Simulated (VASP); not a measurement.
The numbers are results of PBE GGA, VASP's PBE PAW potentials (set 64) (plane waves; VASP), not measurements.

Input for VASP

**POSCAR**
```
HfB2
3.1413910
  0.4999999458  -0.8660253838   0.0000000000
  0.4999999458   0.8660253838   0.0000000000
  0.0000000000   0.0000000000   1.1114165197
Hf B
1 2
Cart
  0.4999999458   0.8660253838   0.0000000000
  0.4999999458   0.2886757053   0.5557082598
  0.4999999458  -0.2886757053   0.5557082598
```

**KPOINTS**
```
Automatic
0
G
10 10 8
```

**INCAR**
```
! general
SYSTEM  = HfB2
PREC    = Accurate
ENCUT   = 650
LREAL   = .False.
LASPH   = .True.

! electronic loop
EDIFF   = 1E-7
NELM    = 100
ALGO    = Normal
LMAXMIX = 6

! smearing
ISMEAR  = 1
SIGMA   = 0.1

! functional
GGA     = PE

! ions
IBRION  = 6
NSW     = 1
ISIF    = 3
POTIM   = 0.015
NFREE   = 2

! output
LWAVE   = .False.
LCHARG  = .False.
```

POTCAR, in this order: Hf_pv B (PBE.64 set). Program: vasp_std.

What VASP printed:

**OUTCAR**
```
 ion  position               nearest neighbor table
   1  0.000  0.000  0.000-   2 2.52   3 2.52   2 2.52   3 2.52   3 2.52   3 2.52   2 2.52   2 2.52
                             3 2.52   3 2.52   2 2.52   2 2.52
   2  0.333  0.667  0.500-   3 1.81   3 1.81   3 1.81   1 2.52   1 2.52   1 2.52   1 2.52   1 2.52
                             1 2.52
   3  0.667  0.333  0.500-   2 1.81   2 1.81   2 1.81   1 2.52   1 2.52   1 2.52   1 2.52   1 2.52
                             1 2.52
  LATTYP: Found a hexagonal cell.
 ALAT       =     3.1413908604
 C/A-ratio  =     1.1114165690
 Subroutine PRICEL returns:
 Original cell was already a primitive cell.
 Subroutine GETGRP returns: Found 24 space group operations
The static configuration has the point symmetry D_6h.
The dynamic configuration has the point symmetry D_6h.
 Subroutine INISYM returns: Found 24 space group operations
 Subroutine IBZKPT returns following result:
 Found     70 irreducible k-points:

 Following reciprocal coordinates:
            Coordinates               Weight
  0.000000  0.000000  0.000000      1.000000
  0.100000  0.000000  0.000000      6.000000
  0.200000  0.000000  0.000000      6.000000
  0.300000 -0.000000  0.000000      6.000000
  0.400000  0.000000  0.000000      6.000000
  0.500000 -0.000000  0.000000      3.000000
  0.100000  0.100000  0.000000      6.000000
  0.200000  0.100000  0.000000     12.000000
  0.300000  0.100000  0.000000     12.000000
  0.400000  0.100000  0.000000     12.000000
  0.200000  0.200000  0.000000      6.000000
  0.300000  0.200000  0.000000     12.000000
  0.400000  0.200000  0.000000      6.000000
  0.300000  0.300000  0.000000      6.000000
  0.000000  0.000000  0.125000      2.000000
  0.100000  0.000000  0.125000     12.000000
  0.200000  0.000000  0.125000     12.000000
  0.300000 -0.000000  0.125000     12.000000
  0.400000  0.000000  0.125000     12.000000
  0.500000 -0.000000  0.125000      6.000000
  0.100000  0.100000  0.125000     12.000000
  0.200000  0.100000  0.125000     24.000000
  0.300000  0.100000  0.125000     24.000000
  0.400000  0.100000  0.125000     24.000000
  0.200000  0.200000  0.125000     12.000000
  0.300000  0.200000  0.125000     24.000000
  0.400000  0.200000  0.125000     12.000000
  0.300000  0.300000  0.125000     12.000000
  0.000000  0.000000  0.250000      2.000000
  0.100000  0.000000  0.250000     12.000000
  0.200000  0.000000  0.250000     12.000000
  0.300000 -0.000000  0.250000     12.000000
  0.400000  0.000000  0.250000     12.000000
  0.500000 -0.000000  0.250000      6.000000
  0.100000  0.100000  0.250000     12.000000
  0.200000  0.100000  0.250000     24.000000
  0.300000  0.100000  0.250000     24.000000
  0.400000  0.100000  0.250000     24.000000
  0.200000  0.200000  0.250000     12.000000
  0.300000  0.200000  0.250000     24.000000
 Subroutine IBZKPT_HF returns following result:
   k-points           NKPTS =     70   k-points in BZ     NKDIM =     70   number of bands    NBANDS=     12
   number of dos      NEDOS =    301   number of ions     NIONS =      3
   total plane-waves  NPLWV =  23520
   dimension x,y,z NGX =    28 NGY =   28 NGZ =   30
   dimension x,y,z NGXF=    56 NGYF=   56 NGZF=   60
   ions per type =               1   2
   PREC   = accura    normal or accurate (medium, high low for compatibility)
   ISTART =      0    job   : 0-new  1-cont  2-samecut
   ICHARG =      2    charge: 1-file 2-atom 10-const
   ISPIN  =      1    spin polarized calculation?
   LNONCOLLINEAR =      F non collinear calculations
   LSORBIT =      F    spin-orbit coupling
   INIWAV =      1    electr: 0-lowe 1-rand  2-diag
...
```

File OSZICAR:
```
...
DAV:   7    -0.263958093133E+02   -0.10966E-04   -0.10765E-07  4696   0.327E-03    0.930E-04
DAV:   8    -0.263958110180E+02   -0.17047E-05   -0.10149E-08  3472   0.965E-04    0.213E-04
DAV:   9    -0.263958112538E+02   -0.23581E-06   -0.13629E-09  3240   0.341E-04    0.473E-05
DAV:  10    -0.263958112831E+02   -0.29267E-07   -0.23010E-10  3064   0.132E-04
  12 F= -.26395811E+02 E0= -.26395657E+02  d E =-.464150E-03
       N       E                     dE             d eps       ncg     rms          rms(c)
DAV:   1    -0.264255108304E+02   -0.29700E-01   -0.92504E-01  6188   0.785E+00    0.251E+00
DAV:   2    -0.264050342586E+02    0.20477E-01   -0.16962E-02  6888   0.127E+00    0.123E+00
DAV:   3    -0.263957560332E+02    0.92782E-02   -0.10759E-02  7068   0.103E+00    0.104E-01
DAV:   4    -0.263958108953E+02   -0.54862E-04   -0.96517E-04  6668   0.272E-01    0.118E-01
DAV:   5    -0.263958159505E+02   -0.50551E-05   -0.85896E-06  6816   0.306E-02    0.361E-02
DAV:   6    -0.263958111940E+02    0.47565E-05   -0.65582E-06  7064   0.273E-02    0.291E-03
DAV:   7    -0.263958112711E+02   -0.77032E-07   -0.54468E-07  6384   0.676E-03
  13 F= -.26395811E+02 E0= -.26395657E+02  d E =-.464114E-03
       N       E                     dE             d eps       ncg     rms          rms(c)
DAV:   1    -0.263972893006E+02   -0.14781E-02   -0.10863E+00  3760   0.985E+00    0.106E+00
DAV:   2    -0.263990315156E+02   -0.17422E-02   -0.44894E-02  4784   0.199E+00    0.616E-01
DAV:   3    -0.263989720602E+02    0.59455E-04   -0.21947E-03  4640   0.492E-01    0.135E-01
DAV:   4    -0.263996713936E+02   -0.69933E-03   -0.47664E-04  4852   0.210E-01    0.375E-02
DAV:   5    -0.263998105245E+02   -0.13913E-03   -0.28860E-05  4616   0.490E-02    0.685E-03
DAV:   6    -0.263998310883E+02   -0.20564E-04   -0.92657E-07  4712   0.894E-03    0.310E-03
DAV:   7    -0.263998459683E+02   -0.14880E-04   -0.82574E-08  3016   0.303E-03    0.633E-04
DAV:   8    -0.263998469060E+02   -0.93774E-06   -0.17796E-08  2488   0.120E-03    0.151E-04
DAV:   9    -0.263998469371E+02   -0.31136E-07   -0.19762E-09  2308   0.405E-04
  14 F= -.26399847E+02 E0= -.26399673E+02  d E =-.521707E-03
       N       E                     dE             d eps       ncg     rms          rms(c)
DAV:   1    -0.263923604143E+02    0.74865E-02   -0.21841E+00  3720   0.134E+01    0.834E-01
DAV:   2    -0.263998352739E+02   -0.74749E-02   -0.82260E-02  4316   0.269E+00    0.378E-01
DAV:   3    -0.263998513344E+02   -0.16060E-04   -0.36048E-04  4556   0.195E-01    0.161E-01
DAV:   4    -0.263998467992E+02    0.45352E-05   -0.17352E-05  4576   0.443E-02    0.132E-02
DAV:   5    -0.263998469165E+02   -0.11723E-06   -0.59348E-07  4592   0.775E-03    0.445E-03
DAV:   6    -0.263998468998E+02    0.16712E-07   -0.77548E-08  3012   0.255E-03
  15 F= -.26399847E+02 E0= -.26399673E+02  d E =-.521716E-03
       N       E                     dE             d eps       ncg     rms          rms(c)
DAV:   1    -0.263946270353E+02    0.52199E-02   -0.14915E+00  1680   0.117E+01    0.826E-01
DAV:   2    -0.263997376688E+02   -0.51106E-02   -0.54527E-02  1940   0.230E+00    0.341E-01
DAV:   3    -0.263996918993E+02    0.45769E-04   -0.38751E-04  2000   0.208E-01    0.107E-01
DAV:   4    -0.263996886420E+02    0.32573E-05   -0.41927E-05  2100   0.605E-02    0.265E-02
DAV:   5    -0.263996881816E+02    0.46039E-06   -0.50685E-06  2048   0.225E-02    0.210E-03
DAV:   6    -0.263996884226E+02   -0.24095E-06   -0.44351E-07  2060   0.649E-03    0.790E-04
DAV:   7    -0.263996885865E+02   -0.16390E-06   -0.51496E-08  1160   0.223E-03    0.472E-04
DAV:   8    -0.263996886616E+02   -0.75144E-07   -0.69238E-09  1064   0.862E-04
  16 F= -.26399689E+02 E0= -.26399514E+02  d E =-.523416E-03
       N       E                     dE             d eps       ncg     rms          rms(c)
DAV:   1    -0.263890915631E+02    0.10597E-01   -0.29302E+00  1680   0.163E+01    0.135E+00
DAV:   2    -0.263998210302E+02   -0.10729E-01   -0.12080E-01  1944   0.337E+00    0.623E-01
DAV:   3    -0.263996839875E+02    0.13704E-03   -0.11738E-03  1984   0.348E-01    0.179E-01
DAV:   4    -0.263996919135E+02   -0.79260E-05   -0.10587E-04  2044   0.811E-02    0.506E-02
DAV:   5    -0.263996887432E+02    0.31703E-05   -0.12091E-05  1980   0.346E-02    0.349E-03
DAV:   6    -0.263996886938E+02    0.49417E-07   -0.98520E-07  2084   0.954E-03
  17 F= -.26399689E+02 E0= -.26399514E+02  d E =-.523424E-03
       N       E                     dE             d eps       ncg     rms          rms(c)
DAV:   1    -0.263965770738E+02    0.31117E-02   -0.91290E-01  6240   0.934E+00    0.585E-01
DAV:   2    -0.263998296867E+02   -0.32526E-02   -0.37325E-02  7612   0.184E+00    0.349E-01
DAV:   3    -0.263996076008E+02    0.22209E-03   -0.73697E-04  7668   0.237E-01    0.317E-02
DAV:   4    -0.263996054371E+02    0.21637E-05   -0.70473E-05  7820   0.587E-02    0.143E-02
DAV:   5    -0.263996006051E+02    0.48319E-05   -0.78435E-06  7872   0.213E-02    0.268E-03
DAV:   6    -0.263996003439E+02    0.26123E-06   -0.12568E-06  7780   0.794E-03    0.111E-03
DAV:   7    -0.263996002469E+02    0.96981E-07   -0.80434E-08  4520   0.260E-03
  18 F= -.26399600E+02 E0= -.26399455E+02  d E =-.435247E-03
       N       E                     dE             d eps       ncg     rms          rms(c)
DAV:   1    -0.264011954359E+02   -0.15951E-02   -0.44581E-01  6316   0.460E+00    0.474E-01
DAV:   2    -0.264000448312E+02    0.11506E-02   -0.44399E-03  8020   0.499E-01    0.249E-01
DAV:   3    -0.263995913461E+02    0.45349E-03   -0.11722E-03  7544   0.236E-01    0.425E-02
DAV:   4    -0.263996005131E+02   -0.91670E-05   -0.10147E-04  7720   0.680E-02    0.198E-02
DAV:   5    -0.263996002471E+02    0.26595E-06   -0.12620E-06  7880   0.111E-02    0.346E-03
DAV:   6    -0.263996002048E+02    0.42304E-07   -0.16002E-07  6496   0.328E-03
  19 F= -.26399600E+02 E0= -.26399455E+02  d E =-.435369E-03
       N       E                     dE             d eps       ncg     rms          rms(c)
DAV:   1    -0.264011890913E+02   -0.15888E-02   -0.37193E-01  2268   0.440E+00    0.417E-01
DAV:   2    -0.264007118960E+02    0.47720E-03   -0.34573E-03  2928   0.460E-01    0.195E-01
DAV:   3    -0.264003648439E+02    0.34705E-03   -0.40850E-04  2728   0.149E-01    0.488E-02
DAV:   4    -0.264003067368E+02    0.58107E-04   -0.90878E-05  2852   0.678E-02    0.128E-02
DAV:   5    -0.264003053914E+02    0.13454E-05   -0.74385E-06  2832   0.199E-02    0.306E-03
DAV:   6    -0.264003084411E+02   -0.30497E-05   -0.62645E-07  2828   0.603E-03    0.922E-04
DAV:   7    -0.264003109856E+02   -0.25445E-05   -0.57146E-08  1480   0.199E-03    0.521E-04
DAV:   8    -0.264003123552E+02   -0.13697E-05   -0.98619E-09  1428   0.818E-04    0.102E-04
DAV:   9    -0.264003125154E+02   -0.16014E-06   -0.12434E-09  1348   0.291E-04    0.354E-05
DAV:  10    -0.264003127264E+02   -0.21104E-06   -0.18940E-10  1308   0.105E-04    0.114E-05
DAV:  11    -0.264003127478E+02   -0.21333E-07   -0.36389E-11  1284   0.449E-05
  20 F= -.26400313E+02 E0= -.26400142E+02  d E =-.510897E-03
       N       E                     dE             d eps       ncg     rms          rms(c)
DAV:   1    -0.264017198883E+02   -0.14072E-02   -0.66251E-01  2288   0.568E+00    0.726E-01
DAV:   2    -0.264006342948E+02    0.10856E-02   -0.66290E-03  2872   0.667E-01    0.308E-01
DAV:   3    -0.264003119470E+02    0.32235E-03   -0.86828E-04  2744   0.225E-01    0.760E-02
DAV:   4    -0.264003129323E+02   -0.98529E-06   -0.10879E-04  2832   0.796E-02    0.285E-02
DAV:   5    -0.264003129525E+02   -0.20298E-07   -0.13864E-06  2748   0.117E-02    0.849E-03
DAV:   6    -0.264003128445E+02    0.10809E-06   -0.41209E-07  2752   0.491E-03    0.745E-04
DAV:   7    -0.264003128498E+02   -0.53317E-08   -0.44946E-08  1540   0.169E-03
  21 F= -.26400313E+02 E0= -.26400143E+02  d E =-.510898E-03
```

File OUTCAR:
```
------------------------ aborting loop because EDIFF is reached ----------------------------------------
  FORCE on cell =-STRESS in cart. coord.  units (eV):
  Direction    XX          YY          ZZ          XY          YZ          ZX
  --------------------------------------------------------------------------------------
  Total        0.0059177      0.0059177     -0.0066670      0.0000000      0.0000000      0.0000000
  in kB        0.3177538      0.3177538     -0.3579873      0.0000000      0.0000000      0.0000000
  external PRESSURE =       0.0925067 kB  Pullay stress =       0.0000000 kB
  volume of cell :       29.84
      direct lattice vectors                 reciprocal lattice vectors
     1.570695330 -2.720524346  0.000000000     0.318330354 -0.183788100  0.000000000
     1.570695330  2.720524346  0.000000000     0.318330354  0.183788100  0.000000000
     0.000000000  0.000000000  3.491393852     0.000000000  0.000000000  0.286418560
 POSITION                                       TOTAL-FORCE (eV/Angst)
 -----------------------------------------------------------------------------------
      0.00000      0.00000      0.00000         0.000000      0.000000     -0.112490
      1.57070      0.90684      1.73070        -0.000000     -0.000000      0.141776
      1.57070     -0.90684      1.74570         0.000000      0.000000     -0.029286
 -----------------------------------------------------------------------------------
    total drift:                                0.000000      0.000000      0.000000
  FREE ENERGIE OF THE ION-ELECTRON SYSTEM (eV)
  ---------------------------------------------------
  free  energy   TOTEN  =       -26.4003128498 eV

  energy  without entropy=      -26.3998019517  energy(sigma->0) =      -26.40014255

   1 f  =   23.710776 THz   148.979200 2PiTHz  790.906356 cm-1    98.059846 meV
             X         Y         Z           dx          dy          dz
      0.000000  0.000000  0.000000     0.000000   -0.000000   -0.000000
      1.570695  0.906843  1.745697     0.000000   -0.707107   -0.000000
      1.570695 -0.906843  1.745697    -0.000000    0.707107    0.000000

   2 f  =   23.710774 THz   148.979187 2PiTHz  790.906289 cm-1    98.059838 meV
             X         Y         Z           dx          dy          dz
      0.000000  0.000000  0.000000     0.000000   -0.000000   -0.000000
      1.570695  0.906843  1.745697     0.707107    0.000000    0.000000
      1.570695 -0.906843  1.745697    -0.707107   -0.000000   -0.000000

   3 f  =   16.056170 THz   100.883891 2PiTHz  535.576178 cm-1    66.402953 meV
             X         Y         Z           dx          dy          dz
      0.000000  0.000000  0.000000    -0.000000   -0.000000   -0.000000
      1.570695  0.906843  1.745697     0.000000    0.000000   -0.707107
      1.570695 -0.906843  1.745697     0.000000    0.000000    0.707107

   4 f  =   13.787984 THz    86.632456 2PiTHz  459.917628 cm-1    57.022493 meV
             X         Y         Z           dx          dy          dz
      0.000000  0.000000  0.000000    -0.000000   -0.000000    0.328723
      1.570695  0.906843  1.745697     0.000000    0.000000   -0.667810
      1.570695 -0.906843  1.745697     0.000000    0.000000   -0.667810

   5 f  =   13.135864 THz    82.535069 2PiTHz  438.165267 cm-1    54.325545 meV
             X         Y         Z           dx          dy          dz
      0.000000  0.000000  0.000000    -0.000000   -0.328672   -0.000000
      1.570695  0.906843  1.745697     0.000000    0.667823    0.000000
      1.570695 -0.906843  1.745697     0.000000    0.667823    0.000000

   6 f  =   13.135863 THz    82.535062 2PiTHz  438.165229 cm-1    54.325540 meV
             X         Y         Z           dx          dy          dz
      0.000000  0.000000  0.000000    -0.328672    0.000000   -0.000000
      1.570695  0.906843  1.745697     0.667823   -0.000000    0.000000
      1.570695 -0.906843  1.745697     0.667823   -0.000000    0.000000

   7 f/i=    0.000213 THz     0.001338 2PiTHz    0.007105 cm-1     0.000881 meV
             X         Y         Z           dx          dy          dz
      0.000000  0.000000  0.000000     0.000000    0.000000    0.944426
      1.570695  0.906843  1.745697     0.000000    0.000000    0.232443
      1.570695 -0.906843  1.745697     0.000000    0.000000    0.232443

   8 f/i=    0.000517 THz     0.003251 2PiTHz    0.017260 cm-1     0.002140 meV
             X         Y         Z           dx          dy          dz
      0.000000  0.000000  0.000000    -0.933111   -0.145875    0.000000
      1.570695  0.906843  1.745697    -0.229617   -0.035896    0.000000
      1.570695 -0.906843  1.745697    -0.229617   -0.035896    0.000000

   9 f/i=    0.000517 THz     0.003251 2PiTHz    0.017260 cm-1     0.002140 meV
             X         Y         Z           dx          dy          dz
      0.000000  0.000000  0.000000     0.145875   -0.933111    0.000000
      1.570695  0.906843  1.745697     0.035896   -0.229617    0.000000
      1.570695 -0.906843  1.745697     0.035896   -0.229617    0.000000

 ELASTIC MODULI CONTR FROM IONIC RELAXATION (kBar)
 Direction    XX          YY          ZZ          XY          YZ          ZX
 --------------------------------------------------------------------------------
 XX          -0.0345      0.0345      0.0000      0.0000      0.0000      0.0000
 YY           0.0345     -0.0345     -0.0000     -0.0000      0.0000      0.0000
 ZZ           0.0000     -0.0000     -0.0000     -0.0000      0.0000      0.0000
 XY           0.0000     -0.0000     -0.0000     -0.0345      0.0000      0.0000
 YZ           0.0000      0.0000      0.0000      0.0000      0.0000      0.0000
 ZX           0.0000      0.0000      0.0000      0.0000      0.0000      0.0000
 --------------------------------------------------------------------------------

 TOTAL ELASTIC MODULI (kBar)
 Direction    XX          YY          ZZ          XY          YZ          ZX
 --------------------------------------------------------------------------------
 XX        5933.6932    746.5232   1229.1508     -0.0000     -0.0000     -0.0000
 YY         746.5232   5933.6952   1229.1510     -0.0000      0.0000      0.0000
 ZZ        1229.1508   1229.1510   4562.4040     -0.0000      0.0000     -0.0000
 XY           0.0000      0.0000     -0.0000   2593.5855      0.0000      0.0000
 YZ           0.0000      0.0000      0.0000      0.0000   2658.3625      0.0000
 ZX          -0.0000      0.0000     -0.0000      0.0000      0.0000   2658.3623
 --------------------------------------------------------------------------------
```
(Selected blocks of OUTCAR.)

Finite-difference elastic constants of metals are sensitive to mesh and smearing; shear constants can be off by tens of GPa.

The compound is HfB2 in the AlB2 type structure. It was relaxed first.
